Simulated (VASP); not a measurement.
```yaml
crystal:
  lattice:
    - [3.89648, 0.00000, 0.00000]
    - [-1.94824, 3.37445, 0.00000]
    - [0.00000, 0.00000, 4.83191]
  atoms:
    - { symbol: Co, position: [0.66667, 0.33333, 0.24188] }
    - { symbol: Co, position: [0.66667, 0.33333, 0.75812] }
    - { symbol: Co, position: [0.00000, 0.00000, 0.50000] }
    - { symbol: Ge, position: [0.00000, 0.00000, 0.00000] }
    - { symbol: Ge, position: [0.33333, 0.66667, 0.50000] }
```

Calculation: r2SCAN meta-GGA, VASP's PBE PAW potentials (set 64) (plane waves; VASP 6.6.1). Run with 400 eV cut-off, 10×10×7 Γ-centred mesh, tetrahedra with Blöchl corrections, potentials Co Ge_d.

The run has a spin-polarised start.

**Question.** Give the spin-up energies of bands 20 to 33 at the high-symmetry points, in eV from the Fermi level.

**Answer.** 
```json
[
 {"band": "20", "Γ": "-3.25", "M": "-2.81", "K": "-2.76", "A": "-2.94", "L": "-2.97", "H": "-2.86"},
 {"band": "21", "Γ": "-2.34", "M": "-2.66", "K": "-2.40", "A": "-2.94", "L": "-2.95", "H": "-2.74"},
 {"band": "22", "Γ": "-2.34", "M": "-2.63", "K": "-2.28", "A": "-2.94", "L": "-2.76", "H": "-2.54"},
 {"band": "23", "Γ": "-1.55", "M": "-1.85", "K": "-2.25", "A": "-1.70", "L": "-2.17", "H": "-2.48"},
 {"band": "24", "Γ": "-1.55", "M": "-1.61", "K": "-1.65", "A": "-1.24", "L": "-2.16", "H": "-1.98"},
 {"band": "25", "Γ": "-1.03", "M": "-1.61", "K": "-1.57", "A": "-1.24", "L": "-1.75", "H": "-1.75"},
 {"band": "26", "Γ": "-1.03", "M": "-1.38", "K": "-1.36", "A": "-1.18", "L": "-1.58", "H": "-1.32"},
 {"band": "27", "Γ": "-0.63", "M": "-1.37", "K": "-1.36", "A": "-1.18", "L": "-1.21", "H": "-1.32"},
 {"band": "28", "Γ": "0.31", "M": "-1.37", "K": "-1.02", "A": "1.29", "L": "-1.07", "H": "-1.09"},
 {"band": "29", "Γ": "2.41", "M": "-1.06", "K": "-0.75", "A": "3.00", "L": "-0.76", "H": "-0.86"},
 {"band": "30", "Γ": "2.41", "M": "-0.47", "K": "-0.39", "A": "3.61", "L": "0.67", "H": "-0.82"},
 {"band": "31", "Γ": "3.78", "M": "1.11", "K": "1.73", "A": "3.61", "L": "1.92", "H": "0.15"},
 {"band": "32", "Γ": "3.95", "M": "2.70", "K": "1.84", "A": "4.09", "L": "2.80", "H": "5.90"},
 {"band": "33", "Γ": "3.95", "M": "4.55", "K": "1.94", "A": "4.09", "L": "3.88", "H": "6.89"}
]
```

**Question.** Give the spin-down energies of bands 20 to 33 at the high-symmetry points, in eV from the Fermi level.

**Answer.** 
```tsv
band	Γ	M	K	A	L	H
20	-2.14	-1.89	-1.83	-1.35	-1.86	-1.76
21	-1.20	-1.82	-1.71	-1.19	-1.35	-1.73
22	-1.20	-1.66	-1.05	-1.19	-1.21	-1.19
23	-0.34	-0.78	-1.00	-0.73	-0.93	-0.88
24	-0.18	-0.68	-0.96	0.11	-0.86	-0.74
25	-0.18	-0.52	-0.57	0.11	-0.41	-0.46
26	1.18	-0.20	-0.25	0.39	-0.29	-0.26
27	1.18	-0.08	0.12	0.39	-0.16	-0.25
28	1.69	0.69	0.66	1.38	0.58	0.26
29	2.75	0.84	0.73	3.10	0.69	0.79
30	2.75	1.04	1.08	3.94	1.96	1.02
31	3.76	1.83	2.50	3.94	2.76	1.76
32	4.50	3.44	2.58	4.59	3.21	6.07
33	4.50	5.33	2.86	4.59	4.34	7.15
```

It has no gap at this level: it comes out as a metal or semimetal.

The structure comes from a computed database's Co3Ge2 entry (P-6m2); how it stands against other phases isn't given here. It was relaxed first.
